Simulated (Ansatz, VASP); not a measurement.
## HfO (amorphous HfO1.00): VASP beside Ansatz

One calculation is typed for both programs; each brings its own data sets. How far apart do they land? The structure shown is the start of the Ansatz relaxation below; VASP solves that cell, so the two are compared at the walk's first step.

Program: Ansatz 0.2.0. Level of theory: plane waves, with VASP 6.6.1 beside it; single point at PBE. Results are calculated unless marked as measured.

## (1) The structure

The cell holds 48 atoms: 24 Hf and 24 O. Its edges and angles: a = 8.953 Å, b = 8.953 Å, c = 8.953 Å, α = 90.0°, β = 90.0°, γ = 90.0°. 48 atoms (24 Hf, 24 O) packed at random and pushed apart as soft spheres at 10.8 g/cm^3; MD (Langevin at fixed volume unless said) with the MACE-MP-0b2 small potential (Batatia et al., arXiv:2401.00096), steps of 2 fs: 0.7 ps at 3200 K, 3200 to 1920 K in 0.7 ps, 1920 to 300 K in 2 ps; then atoms relaxed.

## (2) Ansatz: relaxation, PBE

Ansatz runs on its default PAW (the set named soft_2) files.

The two programs are compared at the cell with which this relaxation starts, whose forces are those of its first step.

The input, input.yaml:

```yaml
crystal:
  lattice:
    - [8.95318, 0.0, 0.0]
    - [0.0, 8.95318, 0.0]
    - [0.0, 0.0, 8.95318]
  atoms:
    - { symbol: Hf, position: [0.94911, 0.75691, 0.76375] }
    - { symbol: Hf, position: [0.59796, 0.16972, 0.1539] }
    - { symbol: Hf, position: [0.07321, 0.5337, 0.11893] }
    - { symbol: Hf, position: [0.7294, 0.15703, 0.51319] }
    - { symbol: Hf, position: [0.82704, 0.30085, 0.91119] }
    - { symbol: Hf, position: [0.97309, 0.19369, 0.24514] }
    - { symbol: Hf, position: [0.58907, 0.71297, 0.49468] }
    - { symbol: Hf, position: [0.74333, 0.53919, 0.23336] }
    - { symbol: Hf, position: [0.59415, 0.58954, 0.84818] }
    - { symbol: Hf, position: [0.66167, 0.93861, 0.76233] }
    - { symbol: Hf, position: [0.42831, 0.48115, 0.12276] }
    - { symbol: Hf, position: [0.0729, 0.11329, 0.70308] }
    - { symbol: Hf, position: [0.78457, 0.85258, 0.08306] }
    - { symbol: Hf, position: [0.42359, 0.36284, 0.46135] }
    - { symbol: Hf, position: [0.4633, 0.80437, 0.14641] }
    - { symbol: Hf, position: [0.33229, 0.02071, 0.41723] }
    - { symbol: Hf, position: [0.25233, 0.19743, 0.05697] }
    - { symbol: Hf, position: [0.14374, 0.86994, 0.13378] }
    - { symbol: Hf, position: [0.4876, 0.21938, 0.78656] }
    - { symbol: Hf, position: [0.26415, 0.45957, 0.77402] }
    - { symbol: Hf, position: [0.31066, 0.81972, 0.7813] }
    - { symbol: Hf, position: [0.241, 0.66783, 0.43386] }
    - { symbol: Hf, position: [0.98392, 0.44176, 0.5267] }
    - { symbol: Hf, position: [0.92685, 0.86593, 0.43109] }
    - { symbol: O, position: [0.03418, 0.29901, 0.0387] }
    - { symbol: O, position: [0.94137, 0.43239, 0.29953] }
    - { symbol: O, position: [0.38416, 0.82718, 0.54657] }
    - { symbol: O, position: [0.10941, 0.92367, 0.83485] }
    - { symbol: O, position: [0.97773, 0.73407, 0.02091] }
    - { symbol: O, position: [0.72288, 0.71764, 0.69555] }
    - { symbol: O, position: [0.01495, 0.67403, 0.54654] }
    - { symbol: O, position: [0.25654, 0.22628, 0.82485] }
    - { symbol: O, position: [0.40247, 0.27789, 0.22685] }
    - { symbol: O, position: [0.6559, 0.12164, 0.92818] }
    - { symbol: O, position: [0.73046, 0.7797, 0.30008] }
    - { symbol: O, position: [0.49968, 0.43558, 0.68852] }
    - { symbol: O, position: [0.53381, 0.53682, 0.34255] }
    - { symbol: O, position: [0.09458, 0.00651, 0.33394] }
    - { symbol: O, position: [0.49183, 0.14682, 0.55356] }
    - { symbol: O, position: [0.58939, 0.82143, 0.94993] }
    - { symbol: O, position: [0.86324, 0.9796, 0.64039] }
    - { symbol: O, position: [0.7684, 0.0952, 0.29097] }
    - { symbol: O, position: [0.34172, 0.99564, 0.17475] }
    - { symbol: O, position: [0.22135, 0.45965, 0.54238] }
    - { symbol: O, position: [0.27197, 0.66008, 0.18391] }
    - { symbol: O, position: [0.89238, 0.27716, 0.67692] }
    - { symbol: O, position: [0.3653, 0.61968, 0.90728] }
    - { symbol: O, position: [0.66162, 0.44497, 0.02371] }
kpoints:
  mp_grid: { grid: [1, 1, 1] }
hamiltonian:
  xc: pbe
scf:
  occupations: { method: fermi_dirac, width: 0.025 }
output:
  forces: true
relax:
  f_tol: 0.04
  max_steps: 250
  cell: {}
```

Run with:

```console
> ansatz run input.yaml --threads 4 --pin off --max-ram 8192MiB --backend cpu --events-out ev --progress --plain --runs-dir out
```

Numbers of over 12 decimals in the logs are rounded to 6 here.

Log:

```text
Engine: ansatz 0.2.0, x86_64-unknown-linux-gnu
Pseudopotentials: kind: paw
Pseudopotential: Hf, paw, valence charge 26, recommended cutoff 420 eV (normal), Hf.paw.azcp
Pseudopotential: O, paw, valence charge 6, recommended cutoff 420 eV (normal), O.paw.azcp
Functional definition: PBE
  parameter kappa = 0.804
  parameter beta = 0.066725
  exchange = pbe_x(kappa = kappa, mu = beta*pi^2/3)
  correlation = pbe_c(beta = beta)
Crystal: 48 atoms, lattice volume = 717.682 Å³
Basis set: ecut = 420 eV, 13949 PW (Γ), exchange–correlation on 120×120×120 points (8 copies of the dense FFT grid, shifted against one another)
Bands: 461, of which v1, the nominal top of the filled ones, is band 384 counted from 1 (383 counted from 0)
Symmetry: 1 space group operations
Space group: P1 (ITA 1), of the structure as read, at distance tolerance 9.0e-5 Å
k-points: 1
Non-local potential: Hf, projectors of the file, l = 0: 3, l = 1: 2, l = 2: 2, l = 3: 3
Non-local potential: O, projectors of the file, l = 0: 2, l = 1: 2, l = 2: 1
PAW form: soft (Blöchl's): semilocal exchange-correlation on the pseudo side does not see the compensation charge
PAW one-centre angular grid: Hf, 590 points (default); XC on 64 Gauss nodes
PAW one-centre angular grid: O, 110 points (default); XC on 64 Gauss nodes
Initial density: superposition of atomic densities (neutral atoms: chi_scale 0, normalization atom), corrected by the library's trained network
Initial wavefunctions: pseudopotential atomic-orbital guess
Functional: x = pbe(κ = 0.804, μ = 0.219515), c = pbe(β = 0.066725)
SCF iter   1: F=—  HF=-390965.776913 eV  |F-HF|=—  |Δ(HF+E_count)|=         —  Δρ=1.18e-2  dr2=1.80e0  ethr=1.77e-3  ⟨swp⟩=4.0  Hψ=1333  notcnv=0  defer=26
preconditioner: auto → LDOS  [metal: Δε(μ)=0.034 eV  Ē_g=17.598 eV  σ=0.025 eV  W_gap=0.32  n_scr=250 (ndim 8)  ℏωp=37.2 eV  f_vac=0.011  D(μ)=44.69/eV (n_scr^D=460)  β→1.0]
SCF iter   2: F=—  HF=-390965.585469 eV  |F-HF|=—  |Δ(HF+E_count)|=   1.91e-1  Δρ=5.47e-3  dr2=3.39e-1  ethr=2.35e-4  ⟨swp⟩=2.0  Hψ=643  notcnv=0  defer=60
SCF iter   3: F=—  HF=-390965.554056 eV  |F-HF|=—  |Δ(HF+E_count)|=   3.14e-2  Δρ=2.43e-3  dr2=1.13e-1  ethr=4.41e-5  ⟨swp⟩=3.0  Hψ=797  notcnv=0  defer=60
SCF iter   4: F=—  HF=-390965.538606 eV  |F-HF|=—  |Δ(HF+E_count)|=   1.55e-2  Δρ=1.09e-3  dr2=2.02e-2  ethr=1.48e-5  ⟨swp⟩=2.0  Hψ=750  notcnv=0  defer=60
SCF iter   5: F=—  HF=-390965.536432 eV  |F-HF|=—  |Δ(HF+E_count)|=   2.17e-3  Δρ=4.51e-4  dr2=4.51e-3  ethr=2.62e-6  ⟨swp⟩=2.0  Hψ=691  notcnv=0  defer=60
SCF iter   6: F=—  HF=-390965.535983 eV  |F-HF|=—  |Δ(HF+E_count)|=   4.49e-4  Δρ=2.24e-4  dr2=1.13e-3  ethr=5.87e-7  ⟨swp⟩=2.0  Hψ=692  notcnv=0  defer=60
SCF iter   7: F=—  HF=-390965.535910 eV  |F-HF|=—  |Δ(HF+E_count)|=   7.32e-5  Δρ=1.04e-4  dr2=2.10e-4  ethr=1.47e-7  ⟨swp⟩=2.0  Hψ=425  notcnv=0  defer=60
SCF iter   8: F=—  HF=-390965.535917 eV  |F-HF|=—  |Δ(HF+E_count)|=   7.41e-6  Δρ=4.20e-5  dr2=2.49e-5  ethr=2.74e-8  ⟨swp⟩=2.0  Hψ=604  notcnv=0  defer=60
SCF iter   9: F=—  HF=-390965.535625 eV  |F-HF|=—  |Δ(HF+E_count)|=   2.92e-4  Δρ=1.92e-5  dr2=5.23e-6  ethr=3.24e-9  ⟨swp⟩=2.0  Hψ=846  notcnv=0  defer=60
SCF iter  10: F=—  HF=-390965.535625 eV  |F-HF|=—  |Δ(HF+E_count)|=   5.67e-7  Δρ=9.72e-6  dr2=1.52e-6  ethr=6.81e-10  ⟨swp⟩=2.0  Hψ=786  notcnv=0  defer=60
SCF iter  11: F=—  HF=-390965.535624 eV  |F-HF|=—  |Δ(HF+E_count)|=   1.65e-7  Δρ=5.05e-6  dr2=3.44e-7  ethr=1.99e-10  ⟨swp⟩=2.0  Hψ=786  notcnv=0  defer=60
SCF iter  12: F=-390965.535624 eV  HF=-390965.535624 eV  |F-HF|=5.34e-8  |Δ(HF+E_count)|=   1.89e-8  Δρ=2.17e-6  dr2=7.45e-8  ethr=1.30e-11  ⟨swp⟩=4.0  Hψ=1516  notcnv=0
SCF 1 converged in 12 iterations: F = -390965.535624 eV  dr2 = 7.45e-8
  greatest PAW one-centre occupation: 0.998 electrons in one spin orbital (limit 2), on the Hf atom at site 11 (counted from 0), in its partial waves of l = 3
relax step   1: F+E_penalty+E_count = -390965.53562432 eV  Δ(F+E_penalty+E_count) = +0.000e0 eV  max|allowed force component| = 2.374e0 eV/Å  Δτ_max = 0.0000 Å  P = -0.148 GPa  Ω = 717.682 Å³  (12 SCF iters, dr2 threshold 1.00e-7 eV, accepted)
Crystal: 48 atoms, lattice volume = 711.625 Å³
Basis set: ecut = 420 eV, 13871 PW (Γ), exchange–correlation on 120×120×120 points (8 copies of the dense FFT grid, shifted against one another)
Initial density: handed on by an earlier stage of this run
Initial wavefunctions: those handed on with the density
iter 1 solved again at ethr=1.94e-3 eV; its pass at ethr=3.10e-3 eV (dr2=1.49e1 eV) is discarded
SCF iter   1: F=—  HF=-390973.675577 eV  |F-HF|=—  |Δ(HF+E_count)|=         —  Δρ=3.03e-2  dr2=1.49e1  ethr=1.94e-3  ⟨swp⟩=3.0  Hψ=2150  notcnv=0
preconditioner: auto → LDOS  [metal: Δε(μ)=0.037 eV  Ē_g=17.621 eV  σ=0.025 eV  W_gap=0.35  n_scr=250 (ndim 8)  ℏωp=37.4 eV  f_vac=0.013  D(μ)=42.96/eV (n_scr^D=450)  β→1.0]
[...]
basis re-selected at this cell: Δ(F+E_penalty+E_count) = -2.775e-3 eV, ΔP = +0.002 GPa vs the last step (what re-selecting the basis moved, of the pressure what is left beyond the Pulay correction that the steps carried, after the strain that the cell walked since its last selection, with what the two solves' SCF thresholds leave and, on support functions, any second-order correction that the steps lacked; it is no m [...]
SCF converged after 7 iterations
Free energy (F): -390983.344234 eV
Harris-Foulkes:  -390983.344234 eV  (|F-HF|=5.82e-11)
Internal energy: -390983.342396 eV  (E = F + TS)
E sigma→0 (E₀):  -390983.343315 eV
Entropy (-TS):   -0.001838 eV (-0.038 meV/atom)
Fermi energy:    17.944412 eV
--- Per-component energies (eV) ---
  E_band       = 133.205666
  E_kinetic    = 14350.873800
  E_local      = -141727.460357  (includes V_loc(G=0)·N_el)
  E_nonlocal   = -28705.904709
  E_hartree    = 65762.054574
  E_xc         = -8965.507937
  E_vxc        = -8642.533534  (∫ρ·V_xc dr)
  E_paw        = -170041.373267  (= ΣΔE_a)
  E_vpaw       = 33334.063624  (= ΣTr[D̂ρ^β])
  E_aug_tail   = 0.058893  (compensation charges beyond the density's cutoff)
  E_ewald      = -121656.083393
  E_smearing   = -0.001838  (= −TS)
  E_closure    = -0.000000  (closes the sum)
  Σ components = -390983.344234   (vs F -390983.344234, Δ=0.00e0)
--- Forces (eV/Å), atoms counted from 1 ---
  atom   1  Hf    -0.00884260     0.01351395    -0.00113196
  atom   2  Hf     0.00192933     0.00841599    -0.00389212
  atom   3  Hf    -0.00637460     0.00724425     0.00319264
  atom   4  Hf     0.00295154     0.00072540    -0.00685970
  atom   5  Hf    -0.00138372    -0.01335642     0.00469811
  atom   6  Hf    -0.00253388    -0.00676550    -0.00241572
  atom   7  Hf     0.00601721    -0.00104601     0.00381296
  atom   8  Hf     0.02483790    -0.00163571    -0.00214018
  atom   9  Hf     0.01438171     0.00834746    -0.00559032
  atom  10  Hf     0.01012751    -0.00665264    -0.00284586
  atom  11  Hf     0.00053239     0.00036600    -0.00567553
  atom  12  Hf    -0.01837422    -0.00458065     0.00910390
  atom  13  Hf     0.00938503    -0.00396341    -0.00453916
  atom  14  Hf    -0.00253565     0.00289606     0.00375460
  atom  15  Hf    -0.00321380     0.00537497    -0.00987292
  atom  16  Hf     0.01359457    -0.00788456    -0.00131773
  atom  17  Hf    -0.00356381    -0.00958030    -0.00673936
  atom  18  Hf    -0.01269071     0.00195011     0.00159777
  atom  19  Hf    -0.00345811     0.01311704     0.00955659
  atom  20  Hf     0.00930562    -0.00087509     0.00293395
  atom  21  Hf     0.00541118    -0.00337479    -0.00637296
  atom  22  Hf     0.00045086     0.00839604    -0.00123694
  atom  23  Hf    -0.00660042     0.00198712    -0.00640062
  atom  24  Hf    -0.00046998    -0.00437150     0.00757536
[...]
atom  41  O      0.00380349     0.00418630    -0.00393603
  atom  42  O      0.00458622    -0.00244314     0.00602021
  atom  43  O      0.00338151    -0.00447677     0.00285504
  atom  44  O      0.00330700    -0.00184565     0.00179478
  atom  45  O     -0.00089472     0.00524512     0.00709280
  atom  46  O      0.00218907    -0.00007599     0.00248723
  atom  47  O     -0.00072848    -0.00025300     0.00269305
  atom  48  O     -0.00178121     0.00272662     0.00430289
  max |Σ_I F_I| component: 3.49e-6 eV/Å
--- Stress (GPa, compression-positive) ---
       -0.003925      -0.013675      -0.001816
       -0.013675       0.001367      -0.007796
       -0.001816      -0.007796       0.008556
  P = ⅓ Tr σ = 0.0020 GPa (0.020 kbar)
--- Relaxed structure (56 steps of the walk, 50 accepted, 2 SCFs on fresh bases) ---
  F+E_penalty+E_count = -390983.34423437 eV   max|allowed force component| = 2.484e-2 eV/Å   (the final SCF, on the basis selected at the relaxed cell)
  cell:  # Å, volume = 698.6175 Å³
    - [9.331454, -0.184378, -0.090787]
    - [-0.184378, 8.957656, 0.00253592]
    - [-0.090787, 0.00253592, 8.362156]
  atoms:
    - { symbol: Hf, position: [0.952035, 0.644837, 0.812161] }
    - { symbol: Hf, position: [0.614216, 0.211675, 0.084743] }
    - { symbol: Hf, position: [0.094802, 0.527573, 0.129986] }
    - { symbol: Hf, position: [0.553193, 0.045827, 0.425142] }
    - { symbol: Hf, position: [0.877245, 0.325212, 0.882331] }
    - { symbol: Hf, position: [0.930912, 0.203675, 0.223116] }
    - { symbol: Hf, position: [0.590944, 0.725337, 0.442892] }
    - { symbol: Hf, position: [0.774604, 0.553948, 0.151074] }
    - { symbol: Hf, position: [0.613000, 0.596869, 0.795607] }
    - { symbol: Hf, position: [0.696827, 0.957110, 0.809407] }
    - { symbol: Hf, position: [0.431145, 0.553214, 0.145925] }
    - { symbol: Hf, position: [0.095697, 0.050387, 0.768766] }
    - { symbol: Hf, position: [0.738513, 0.904907, 0.182807] }
    - { symbol: Hf, position: [0.422460, 0.407484, 0.455975] }
    - { symbol: Hf, position: [0.432438, 0.897922, 0.065995] }
    - { symbol: Hf, position: [0.207989, 0.032611, 0.446692] }
    - { symbol: Hf, position: [0.266577, 0.233567, 0.091661] }
    - { symbol: Hf, position: [0.108468, 0.878266, 0.137761] }
    - { symbol: Hf, position: [0.442586, 0.178306, 0.768710] }
    - { symbol: Hf, position: [0.261316, 0.496046, 0.812612] }
    - { symbol: Hf, position: [0.368048, 0.842757, 0.719334] }
    - { symbol: Hf, position: [0.225832, 0.679794, 0.443641] }
    - { symbol: Hf, position: [1.017554, 0.388847, 0.534918] }
    - { symbol: Hf, position: [0.927224, 0.830924, 0.502425] }
    - { symbol: O, position: [0.053293, 0.307433, 0.046989] }
    - { symbol: O, position: [0.921811, 0.432279, 0.308921] }
    - { symbol: O, position: [0.391815, 0.870618, 0.463210] }
    - { symbol: O, position: [0.229373, 0.905265, 0.911828] }
    - { symbol: O, position: [0.959949, 0.714282, 0.060377] }
    - { symbol: O, position: [0.753165, 0.678938, 0.629263] }
    - { symbol: O, position: [0.020771, 0.631868, 0.555600] }
    - { symbol: O, position: [0.233213, 0.243849, 0.831848] }
    - { symbol: O, position: [0.445027, 0.294830, 0.235541] }
    - { symbol: O, position: [0.671562, 0.196343, 0.834434] }
    - { symbol: O, position: [0.801634, 0.720795, 0.323108] }
    - { symbol: O, position: [0.487460, 0.410938, 0.706409] }
    - { symbol: O, position: [0.601289, 0.504095, 0.343648] }
    - { symbol: O, position: [-0.045052, -0.027888, 0.288771] }
    - { symbol: O, position: [0.397253, 0.180238, 0.515593] }
    - { symbol: O, position: [0.705649, 0.757923, 0.963153] }
    - { symbol: O, position: [0.918575, 0.891447, 0.751184] }
    - { symbol: O, position: [0.722812, 0.143353, 0.308280] }
    - { symbol: O, position: [0.298377, 1.025467, 0.207025] }
    - { symbol: O, position: [0.227448, 0.450179, 0.565382] }
    - { symbol: O, position: [0.271692, 0.717865, 0.172732] }
    - { symbol: O, position: [0.954570, 0.223132, 0.689757] }
    - { symbol: O, position: [0.410810, 0.660930, 0.908206] }
    - { symbol: O, position: [0.602441, 0.460077, 0.019302] }
```

(Continued in part 2 of 2.)

[Lines on the potential files, build, host, timing and source positions are cut from VASP's logs without a mark.]

[Logs are printed without paths, hosts, clocks, repeated set-up lines and the standing remarks that a program may print on its own settings, such as how far it seeks lower states.]

[Hosts, paths, dates, database ids (printed as entryN), source tags and the programs' standing remarks are cut or masked in the printed files.]
